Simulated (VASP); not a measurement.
Here is the system:

```xyz
2
Lattice="0.0000 2.6192 2.6192 2.6192 0.0000 2.6192 2.6192 2.6192 0.0000" Properties=species:S:1:pos:R:3 pbc="T T T"
Cu     0.0000     0.0000     0.0000
I      1.3096     1.3096     1.3096
```

All values below come from LDA (Ceperley-Alder, Perdew-Zunger), VASP's LDA PAW potentials (set 64) (plane waves; VASP). Settings: 500 eV cut-off, 9×9×9 Γ-centred mesh, Gaussian smearing of 0.050 eV, potentials Cu I.

**Question.** Estimate the energy per atom (σ→0), pressure.

**Answer.** 
| Quantity | Value |
|---|---|
| energy per atom (σ→0) | -2.769 eV/atom |
| pressure | 44.85 GPa |

Total energies compare only between runs with the same potentials, cut-off and functional.

The compound is CuI in the zinc blende structure. It was relaxed first under an external pressure of 45 GPa.
